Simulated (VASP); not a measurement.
Data:

```yaml
crystal:
  lattice:
    - [1.64299, -2.84574, 0.00000]
    - [1.64299, 2.84574, 0.00000]
    - [0.00000, 0.00000, 5.30473]
  atoms:
    - { symbol: Zn, position: [0.66667, 0.33333, 0.50125] }
    - { symbol: Zn, position: [0.33333, 0.66667, 0.00125] }
    - { symbol: O, position: [0.66667, 0.33333, 0.88075] }
    - { symbol: O, position: [0.33333, 0.66667, 0.38075] }
```

Calculation: PBE GGA, VASP's PBE PAW potentials (set 64) (plane waves; VASP 6.6.1). Numerical set-up: 600 eV cut-off, 8×8×4 Γ-centred mesh, Gaussian smearing of 0.050 eV, potentials Zn O.

Task: Estimate the energy per atom (σ→0).

Result: 
```
Quantity                       Result
---------------------  --------------
energy per atom (σ→0)  -4.466 eV/atom
```

Only differences to runs with the same potentials and settings are physical.

The compound is ZnO in the wurtzite structure. It was relaxed first.
